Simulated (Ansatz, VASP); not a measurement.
# Si3N4: VASP beside Ansatz

One calculation is typed for both programs; each brings its own data sets. How far apart do they land? The cell is taken from a series of runs on this material, whose earlier steps may have relaxed, scaled, displaced or heated it; both programs get it as it stands.

Main program and level: Ansatz 0.2.0; plane waves, with VASP 6.6.1 beside it; LDA.

## Step 1: Set-up

It takes space group I-42d (No. 122, tetragonal). The conventional cell has a = 6.475 Å, b = 6.475 Å, c = 6.280 Å, α = 90.00°, β = 90.00°, γ = 90.00°. Nearest to Si lie 4 N at 1.73 to 1.74 Å. Nearest to Si lie 4 N at 1.73 Å. N has 3 Si at 1.73 to 1.74 Å nearest. Farther neighbours and most contacts between anions are not listed.

## Step 2: Ansatz: single point, LDA, pair 1

Ansatz runs on its PAW soft_1 files.

With cell and atoms fixed, the geometry can't cause a difference; cores, projectors, grids and the points listed under the comparison can.

input.yaml

```yaml
crystal:
  lattice:
    - [-3.23735, 3.23735, 3.1402295]
    - [3.23735, -3.23735, 3.1402295]
    - [3.23735, 3.23735, -3.1402295]
  atoms:
    - { symbol: Si, position: [0.25, 0.1234738162, 0.8734738162] }
    - { symbol: Si, position: [0.8765261838, 0.25, 0.1265261838] }
    - { symbol: Si, position: [0.75, 0.3765261838, 0.6265261838] }
    - { symbol: Si, position: [0.6234738162, 0.75, 0.3734738162] }
    - { symbol: Si, position: [0.125, 0.875, 0.25] }
    - { symbol: Si, position: [0.375, 0.625, 0.75] }
    - { symbol: "N", position: [0.5614998991, 0.5599530001, 0.5623188217] }
    - { symbol: "N", position: [0.4400469999, 0.5023658216, 0.001546899] }
    - { symbol: "N", position: [0.4976341784, -0.0008189226, 0.9376811783] }
    - { symbol: "N", position: [0.0008189226, 0.4385001009, 0.498453101] }
    - { symbol: "N", position: [0.9385001009, 0.5008189226, -0.001546899] }
    - { symbol: "N", position: [0.0599530001, 0.0614998991, 0.0623188217] }
    - { symbol: "N", position: [0.0023658216, 0.9400469999, 0.501546899] }
    - { symbol: "N", position: [0.4991810774, -0.0023658216, 0.4376811783] }
kpoints:
  mp_grid: { grid: [6, 6, 6] }
  band_path:
    path:
      - [0.0, 0.0, 0.0]
      - [0.5, -0.5, 0.5]
      - [0.0, 0.0, 0.5]
      - [0.25, 0.25, 0.25]
      - [0.0, 0.3333333333, 0.3333333333]
      - [0.15, -0.15, 0.15]
      - [0.0, 0.0, 0.2]
    npoints: 1
hamiltonian:
  xc: lda
  pseudopotentials: { kind: paw, azcp: { folder: soft_1 }, xc_functional: pbe }
scf:
  occupations: { method: fermi_dirac, width: 0.02 }
  n_extra_bands: 8
output:
  eigenvalues: true
  forces: true
  stress: true
```

Run with:

```sh
ansatz run input.yaml --threads 3 --pin off --max-ram 92160MiB --backend cuda --events-out ev --progress --plain --runs-dir out --devices 1 --max-vram 13GiB
```

Numbers of over 12 decimals in the logs are rounded to 6 here.

Log:

```text
scf.n_extra_bands = 8 over 32 filled bands (N_el = 64.0): the run solves 40 bands
GPUs: using 1 of 1 available (devices: 1).
Engine: ansatz 0.2.0, x86_64-unknown-linux-gnu
Pseudopotentials: kind: paw
Pseudopotential: Si, paw, valence charge 4, recommended cutoff 420 eV (normal), soft_1/Si.paw.azcp
Pseudopotential: N, paw, valence charge 5, recommended cutoff 420 eV (normal), soft_1/N.paw.azcp
Functional definition: SPW92
  exchange = slater_x
  correlation = pw_c
device memory: the entry about to start is reckoned to put 2.4 GiB on a device that reports 49.3 GiB free (of which the cap on the GPU budget leaves the run 13.0 GiB)
GPU FFT provider: cuFFT
GPU libraries: cuBLAS 13.8.2, cuFFT 12.4.0, cuSOLVER 12.3.4
Crystal: 14 atoms, lattice volume = 131.644 Å³
Basis set: ecut = 420 eV, 2563 PW (Γ)
Bands: 40, of which v1, the nominal top of the filled ones, is band 32 counted from 1 (31 counted from 0)
Symmetry: 8 space group operations
Space group: I-42d (ITA 122), of the structure as read, at distance tolerance 5.1e-5 Å
k-points: 30 of 216 (time reversal used)
Non-local potential: Si, projectors of the file, l = 0: 2, l = 1: 2, l = 2: 1
Non-local potential: N, projectors of the file, l = 0: 2, l = 1: 2, l = 2: 1
PAW form: soft (Blöchl's): semilocal exchange-correlation on the pseudo side does not see the compensation charge
PAW frozen core: Si, regenerated for the run's functional, and the local potential with it (the file was generated under x = pbe(κ = 0.804, μ = 0.219515), c = pbe(β = 0.066725))
PAW frozen core: N, regenerated for the run's functional, and the local potential with it (the file was generated under x = pbe(κ = 0.804, μ = 0.219515), c = pbe(β = 0.066725))
PAW one-centre angular grid: Si, 110 points (default); XC on 64 Gauss nodes
PAW one-centre angular grid: N, 110 points (default); XC on 64 Gauss nodes
Initial density: superposition of atomic densities (chi_scale 0.1, normalization cell, long waves kept (reshape's long-wave potential 0.00 eV rms))
Initial wavefunctions: pseudopotential atomic-orbital guess
GPU buffer pool allocated for 64000 grid points (all kernels)
GPU transforms: local potential and band sums: pruned to the plane-wave sphere, on 40×40×40
Functional: x = slater, c = lda
SCF iter   1: F=—  HF=-6670.936550 eV  |F-HF|=—  |Δ(HF+E_count)|=         —  Δρ=1.60e-1  dr2=3.45e1  ethr=3.10e-3  ⟨swp⟩=8.6  Hψ=6020  notcnv=0
preconditioner: auto → Resta (q_TF=auto, 2.419 Å⁻¹)  ε∞=4.2  [insulator: Δε(μ)=6.085 eV  Ē_g=14.517 eV  σ=0.020 eV  W_gap=1.00  n_scr=34 (ndim 8)  ℏωp=25.9 eV  f_vac=0.000  D(μ)=0.00/eV (n_scr^D=0)  ε∞_Penn≈4.2]
SCF iter   2: F=—  HF=-6660.199797 eV  |F-HF|=—  |Δ(HF+E_count)|=    1.07e1  Δρ=5.12e-2  dr2=2.07e0  ethr=3.10e-3  ⟨swp⟩=4.0  Hψ=3568  notcnv=0  defer=60
SCF iter   3: F=—  HF=-6659.681195 eV  |F-HF|=—  |Δ(HF+E_count)|=   5.19e-1  Δρ=2.47e-2  dr2=4.40e-1  ethr=3.10e-3  ⟨swp⟩=1.7  Hψ=1488  notcnv=0  defer=60
SCF iter   4: F=—  HF=-6659.562702 eV  |F-HF|=—  |Δ(HF+E_count)|=   1.18e-1  Δρ=1.84e-3  dr2=3.24e-3  ethr=6.87e-4  ⟨swp⟩=3.0  Hψ=1977  notcnv=0  defer=60
SCF iter   5: F=—  HF=-6659.563072 eV  |F-HF|=—  |Δ(HF+E_count)|=   3.70e-4  Δρ=3.51e-4  dr2=1.56e-4  ethr=5.06e-6  ⟨swp⟩=2.5  Hψ=2126  notcnv=0  defer=60
SCF iter   6: F=—  HF=-6659.563171 eV  |F-HF|=—  |Δ(HF+E_count)|=   9.89e-5  Δρ=5.87e-5  dr2=4.11e-6  ethr=2.44e-7  ⟨swp⟩=2.3  Hψ=2185  notcnv=0  defer=60
SCF iter   7: F=—  HF=-6659.563047 eV  |F-HF|=—  |Δ(HF+E_count)|=   1.23e-4  Δρ=7.74e-6  dr2=5.34e-8  ethr=1.56e-10  ⟨swp⟩=14.3  Hψ=8091  notcnv=0
SCF iter   8: F=-6659.563047 eV  HF=-6659.563047 eV  |F-HF|=9.46e-11  |Δ(HF+E_count)|=   3.22e-9  Δρ=6.96e-7  dr2=6.11e-10  ethr=8.34e-11  ⟨swp⟩=2.8  Hψ=4356  notcnv=0
SCF 1 converged in 8 iterations: F = -6659.563047 eV  dr2 = 6.11e-10
  greatest PAW one-centre occupation: 0.785 electrons in one spin orbital (limit 2), on the N atom at site 7 (counted from 0), in its partial waves of l = 0
device memory: the entry about to start is reckoned to put 2.2 GiB on a device that reports 53.4 GiB free (of which the cap on the GPU budget leaves the run 13.0 GiB)
NSCF: frozen V_eff on 7 k-points
SCF converged after 8 iterations
Free energy (F): -6659.563047 eV
Harris-Foulkes:  -6659.563047 eV  (|F-HF|=9.46e-11)
Internal energy: -6659.563047 eV  (E = F + TS)
E sigma→0 (E₀):  -6659.563047 eV
Fermi energy:    11.437938 eV
--- Per-component energies (eV) ---
  E_band       = 143.124404
  E_kinetic    = 1336.138240
  E_local      = -1611.481045  (includes V_loc(G=0)·N_el)
  E_nonlocal   = 423.487130
  E_hartree    = 545.567814
  E_xc         = -821.497916
  E_vxc        = -907.664170  (∫ρ·V_xc dr)
  E_paw        = -3866.516801  (= ΣΔE_a)
  E_vpaw       = -188.499162  (= ΣTr[D̂ρ^β])
  E_aug_tail   = 0.007106  (compensation charges beyond the density's cutoff)
  E_ewald      = -2666.413912
  E_core_change = 1.146337  (= ΣΔE_core)
  E_smearing   = -0.000000  (= −TS)
  E_closure    = 0.000000  (closes the sum)
  Σ components = -6659.563047   (vs F -6659.563047, Δ=0.00e0)
--- Forces (eV/Å), atoms counted from 1 ---
  atom   1  Si    -0.00025409     0.00000000     0.00000000
  atom   2  Si     0.00000000     0.00025409    -0.00000000
  atom   3  Si     0.00025409     0.00000000    -0.00000000
  atom   4  Si     0.00000000    -0.00025409     0.00000000
  atom   5  Si     0.00000000    -0.00000000    -0.00000000
  atom   6  Si    -0.00000000    -0.00000000     0.00000000
  atom   7  N      0.00021870    -0.00002920     0.00007997
  atom   8  N     -0.00002920    -0.00021870    -0.00007997
  atom   9  N     -0.00021870     0.00002920     0.00007997
  atom  10  N      0.00002920     0.00021870    -0.00007997
  atom  11  N      0.00021870     0.00002920    -0.00007997
  atom  12  N     -0.00002920     0.00021870     0.00007997
  atom  13  N     -0.00021870    -0.00002920    -0.00007997
  atom  14  N      0.00002920    -0.00021870     0.00007997
  max |Σ_I F_I| component: 2.55e-16 eV/Å
--- Stress (GPa, compression-positive) ---
       -1.553882       0.000000       0.000000
       -0.000000      -1.553882      -0.000000
        0.000000      -0.000000       3.755145
  P = ⅓ Tr σ = 0.2158 GPa (2.158 kbar)
--- Band table (eV; the first three rows and the last of 30) ---
  k-point 0: bands = [... 28 lower, 9.2701, 9.2701, 9.3258, 9.3844, 13.8242, 14.0125, 14.1430, 14.2014, ... 4 higher]
  k-point 1: bands = [... 28 lower, 8.9064, 9.1160, 9.3085, 9.3620, 13.5067, 13.7174, 14.4270, 14.6956, ... 4 higher]
  k-point 2: bands = [... 28 lower, 8.0871, 8.6270, 9.3895, 9.4128, 13.8503, 13.9641, 15.0697, 15.3417, ... 4 higher]
  k-point 29: bands = [... 28 lower, 7.5599, 7.5599, 8.2021, 8.2021, 14.6959, 14.6959, 14.8078, 14.8078, ... 4 higher]
```

## Step 3: VASP: single point, LDA, pair 1

The same cell, functional (in two slightly different forms), mesh and smearing now go to VASP, with its own data sets.

Lines of VASP's logs that name or quote its potential files are left out, and so is its time.

INCAR

```
SYSTEM = Si3N4
PREC = Accurate
ENCUT = 600
EDIFF = 1E-06
NELM = 120
ISMEAR = -1
SIGMA = 0.02
LREAL = .FALSE.
ALGO = Normal
GGA = PW92
NBANDS = 46
LORBIT = 11
LWAVE = .FALSE.
LCHARG = .FALSE.
ISIF = 2
LASPH = .TRUE.
GGA_COMPAT = .FALSE.
EFERMI = MIDGAP
KPAR = 4
```

POSCAR

```
Si3N4
1.0
   -3.2373500000      3.2373500000      3.1402295000
    3.2373500000     -3.2373500000      3.1402295000
    3.2373500000      3.2373500000     -3.1402295000
Si N
6 8
Direct
    0.2500000000      0.1234738162      0.8734738162
    0.8765261838      0.2500000000      0.1265261838
    0.7500000000      0.3765261838      0.6265261838
    0.6234738162      0.7500000000      0.3734738162
    0.1250000000      0.8750000000      0.2500000000
    0.3750000000      0.6250000000      0.7500000000
    0.5614998991      0.5599530001      0.5623188217
    0.4400469999      0.5023658216      0.0015468990
    0.4976341784      0.9991810774      0.9376811783
    0.0008189226      0.4385001009      0.4984531010
    0.9385001009      0.5008189226      0.9984531010
    0.0599530001      0.0614998991      0.0623188217
    0.0023658216      0.9400469999      0.5015468990
    0.4991810774      0.9976341784      0.4376811783
```

KPOINTS

```
Automatic mesh
0
Gamma
6 6 6
0 0 0
```

Potentials, in the order of the species: Si and N (LDA family, release 64).

Run with:

```sh
mpirun -np 4 vasp_std
```

Log:

```text
[banner, memory and clock lines left out]
running    4 mpi-ranks, on    1 nodes
 distrk:  each k-point on    1 cores,    4 groups
 distr:  one band on    1 cores,    1 groups

 POSCAR found type information on POSCAR SiN
 POSCAR found :  2 types and      14 ions
|                                                                             |
|               ----> ADVICE to this user running VASP <----                  |
|                                                                             |
|     You enforced a specific xc type in the INCAR file but a different       |
|     [... a line on the potential file left out ...]
|     I HOPE YOU KNOW WHAT YOU ARE DOING!                                     |
|                                                                             |

 LDA part: xc-table for (Slater(with rela. corr.)+PW92), standard interpolation
 POSCAR, INCAR and KPOINTS ok, starting setup
 FFT: planning ... GRIDC
 FFT: planning ... GRID_SOFT
 FFT: planning ... GRID
 WAVECAR not read
 entering main loop
       N       E                     dE             d eps       ncg     rms          rms(c)
DAV:   1     0.259190405241E+03    0.25919E+03   -0.34269E+04  2760   0.145E+03
DAV:   2    -0.123960902818E+03   -0.38315E+03   -0.36350E+03  3532   0.274E+02
DAV:   3    -0.143351490353E+03   -0.19391E+02   -0.19255E+02  3552   0.623E+01
DAV:   4    -0.143569712048E+03   -0.21822E+00   -0.21760E+00  3488   0.726E+00
DAV:   5    -0.143573581018E+03   -0.38690E-02   -0.38656E-02  3404   0.897E-01    0.300E+01
DAV:   6    -0.125999117873E+03    0.17574E+02   -0.61508E+01  3280   0.308E+01    0.141E+01
DAV:   7    -0.125705663688E+03    0.29345E+00   -0.30186E+00  3618   0.642E+00    0.609E+00
DAV:   8    -0.125542407738E+03    0.16326E+00   -0.18235E-01  3254   0.202E+00    0.209E+00
DAV:   9    -0.125514661427E+03    0.27746E-01   -0.32021E-02  3376   0.832E-01    0.287E-01
DAV:  10    -0.125514860774E+03   -0.19935E-03   -0.21292E-03  3292   0.198E-01    0.105E-01
DAV:  11    -0.125514833159E+03    0.27615E-04   -0.17463E-04  3370   0.710E-02    0.439E-02
DAV:  12    -0.125514829429E+03    0.37293E-05   -0.68544E-06  3428   0.139E-02    0.152E-02
DAV:  13    -0.125514829021E+03    0.40850E-06   -0.19604E-06  2174   0.615E-03
   1 F= -.12551483E+03 E0= -.12551483E+03  d E =0.000000E+00
```

From OUTCAR (step 3):

```text
ion  position               nearest neighbor table
   1  0.250  0.123  0.873-   8 1.73  12 1.73   9 1.74  13 1.74   6 2.97   5 2.97   2 3.01   4 3.01
                             2 3.01   4 3.01   5 3.01   6 3.01
   2  0.877  0.250  0.127-  11 1.73   9 1.73  12 1.74  10 1.74   5 2.97   6 2.97   1 3.01   3 3.01
                             1 3.01   3 3.01   5 3.01   6 3.01
   3  0.750  0.377  0.627-  10 1.73  14 1.73   7 1.74  11 1.74   6 2.97   5 2.97   4 3.01   2 3.01
                             4 3.01   2 3.01   6 3.01   5 3.01
   4  0.623  0.750  0.373-   7 1.73  13 1.73  14 1.74   8 1.74   5 2.97   6 2.97   3 3.01   1 3.01
                             3 3.01   1 3.01   6 3.01   5 3.01
   5  0.125  0.875  0.250-  12 1.73  13 1.73  11 1.73  14 1.73   3 2.97   1 2.97   2 2.97   4 2.97
                             1 3.01   3 3.01   2 3.01   4 3.01
   6  0.375  0.625  0.750-   7 1.73   8 1.73  10 1.73   9 1.73   2 2.97   4 2.97   1 2.97   3 2.97
                             1 3.01   2 3.01   3 3.01   4 3.01
   7  0.561  0.560  0.562-   6 1.73   4 1.73   3 1.74
   8  0.440  0.502  0.002-   6 1.73   1 1.73   4 1.74
   9  0.498  0.999  0.938-   6 1.73   2 1.73   1 1.74
  10  0.001  0.439  0.498-   6 1.73   3 1.73   2 1.74
  11  0.939  0.501  0.998-   5 1.73   2 1.73   3 1.74
  12  0.060  0.061  0.062-   5 1.73   1 1.73   2 1.74
  13  0.002  0.940  0.502-   5 1.73   4 1.73   1 1.74
  14  0.499  0.998  0.438-   5 1.73   3 1.73   4 1.74

  LATTYP: Found a body centered tetragonal cell.
 ALAT       =     6.4747000000
 C/A-ratio  =     0.9700000000

 Subroutine GETGRP returns: Found  8 space group operations
 (whereof  1 operations were pure point group operations)

The static configuration has the point symmetry C_1 .
 The point group associated with its full space group is D_2d.

 Found     30 irreducible k-points:

   k-points           NKPTS =     30   k-points in BZ     NKDIM =     30   number of bands    NBANDS=     46

   dimension x,y,z NGX =    48 NGY =   48 NGZ =   48
   dimension x,y,z NGXF=    96 NGYF=   96 NGZF=   96

   ENCUT  =  600.0 eV  44.10 Ry    6.64 a.u.  11.09 11.09 11.09*2*pi/ulx,y,z

   NELECT =      64.0000    total number of electrons

 k-points in reciprocal lattice and weights: Automatic mesh
   0.00000000  0.00000000  0.00000000       0.005
   0.16666667 -0.00000000  0.00000000       0.037
   0.33333333 -0.00000000  0.00000000       0.037
   0.50000000  0.00000000  0.00000000       0.019
   0.16666667  0.16666667  0.00000000       0.037
   0.33333333  0.16666667  0.00000000       0.074
   0.50000000  0.16666667  0.00000000       0.074
  -0.33333333  0.16666667 -0.00000000       0.074
  -0.16666667  0.16666667  0.00000000       0.019
[...]
-0.33333333 -0.33333333  0.33333333       0.009
   0.50000000  0.50000000  0.50000000       0.005

 average (electrostatic) potential at core
       1 -82.5741       2 -82.5741       3 -82.5741       4 -82.5741       5 -82.5399
       6 -82.5399       7 -59.2642       8 -59.2642       9 -59.2642      10 -59.2642
      11 -59.2642      12 -59.2642      13 -59.2642      14 -59.2642

 E-fermi :   9.8757

 k-point     1 :       0.0000    0.0000    0.0000
  band No.  band energies     occupation
    ...
     28       5.9498      2.00000
     29       7.7413      2.00000
     30       7.7413      2.00000
     31       7.7969      2.00000
     32       7.8577      2.00000
     33      12.2845      0.00000
     34      12.4731      0.00000
     35      12.6178      0.00000
     36      12.6760      0.00000
     37      12.6760      0.00000
    ...

 k-point     2 :       0.1667   -0.0000    0.0000
  band No.  band energies     occupation
    ...
     28       5.9594      2.00000
     29       7.3876      2.00000
     30       7.5710      2.00000
     31       7.7969      2.00000
     32       7.8046      2.00000
     33      11.9991      0.00000
     34      12.1068      0.00000
     35      12.8294      0.00000
     36      13.1131      0.00000
     37      13.3645      0.00000
    ...

 k-point     3 :       0.3333   -0.0000    0.0000
  band No.  band energies     occupation
    ...
     28       6.1723      2.00000
     29       6.5310      2.00000
     30       7.0657      2.00000
     31       7.8572      2.00000
     32       7.8756      2.00000
     33      12.2892      0.00000
     34      12.4126      0.00000
     35      13.3252      0.00000
     36      13.8469      0.00000
     37      14.0430      0.00000
    ...

  Total       -1.2524498     -1.2524498      3.1317389      0.0000000      0.0000000      0.0000000
  in kB      -15.2429923    -15.2429923     38.1149579      0.0000000      0.0000000      0.0000000
  external PRESSURE =       2.5429911 kB  Pullay stress =       0.0000000 kB

  energy-cutoff  :      600.00
  volume of cell :      131.64
      direct lattice vectors                 reciprocal lattice vectors
    -3.237350000  3.237350000  3.140229500     0.000000000  0.154447310  0.159224031
     3.237350000 -3.237350000  3.140229500     0.154447310  0.000000000  0.159224031
     3.237350000  3.237350000 -3.140229500     0.154447310  0.154447310  0.000000000

 POSITION                                       TOTAL-FORCE (eV/Angst)
 -----------------------------------------------------------------------------------
      2.41813      3.23735     -1.57011        -0.001786      0.000000     -0.000000
     -1.61868      2.43789      3.14023        -0.000000      0.001786     -0.000000
      0.81922      3.23735      1.57011         0.001786      0.000000     -0.000000
      1.61868      0.79946      3.14023        -0.000000     -0.001786     -0.000000
      3.23735     -1.61868      2.35517        -0.000000      0.000000     -0.000000
      3.23735      1.61868      0.78506        -0.000000      0.000000     -0.000000
      1.81541      1.82543      1.75581         0.000367      0.001627     -0.000667
      0.20676     -0.19674      2.95453         0.001627     -0.000367      0.000667
      4.65929      1.41192      1.75581        -0.000367     -0.001627     -0.000667
      3.03059      0.19674     -0.18569        -0.001627      0.000367      0.000667
      1.81541      4.64927      1.38442         0.000367     -0.001627      0.000667
      0.20676      0.19674      0.18569         0.001627      0.000367     -0.000667
      4.65929     -1.41192      1.38442        -0.000367      0.001627      0.000667
      3.03059     -0.19674      3.32592        -0.001627     -0.000367     -0.000667
 -----------------------------------------------------------------------------------
    total drift:                                0.000000      0.000000      0.000000

  FREE ENERGIE OF THE ION-ELECTRON SYSTEM (eV)
  ---------------------------------------------------
  free  energy   TOTEN  =      -125.5148290209 eV

  energy  without entropy=     -125.5148290209  energy(sigma->0) =     -125.51482902

 total charge
# of ion       s       p       d       tot
------------------------------------------
    1        0.683   0.992   0.000   1.675
    2        0.683   0.992   0.000   1.675
    3        0.683   0.992   0.000   1.675
    4        0.683   0.992   0.000   1.675
    5        0.684   0.994   0.000   1.678
    6        0.684   0.994   0.000   1.678
    7        1.207   2.707   0.000   3.914
    8        1.207   2.707   0.000   3.914
    9        1.207   2.707   0.000   3.914
   10        1.207   2.707   0.000   3.914
   11        1.207   2.707   0.000   3.914
   12        1.207   2.707   0.000   3.914
   13        1.207   2.707   0.000   3.914
   14        1.207   2.707   0.000   3.914
--------------------------------------------------
tot         13.754  27.611   0.000  41.364

[... 3 further parts left out ...]
```

The run ends at a pressure of 0.25 GPa, with forces up to 0.0018 eV/Å.

## Step 4: Comparison

Known differences besides the potentials themselves: the cutoff is 420 eV in Ansatz and 600 eV in VASP; VASP's log shows a relativistic correction to its local exchange, Ansatz's none. Total energies have different zeros and are not compared.

The two programs side by side:

```
              quantity  Ansatz   VASP  difference
        pressure (GPa)    0.22   0.25       -0.04
gap on the k mesh (eV)   3.918  3.907      +0.011
```

A gap on the mesh is an upper bound, since the band edges may lie between its points.

(Part 1 of 2 ends here.)

[Lines on the potential files, build, host, timing and source positions are cut from VASP's logs without a mark.]

[Logs are printed without paths, hosts, clocks, repeated set-up lines and the standing remarks that a program may print on its own settings, such as how far it seeks lower states.]

[Hosts, paths, dates, database ids (printed as entryN), source tags and the programs' standing remarks are cut or masked in the printed files.]
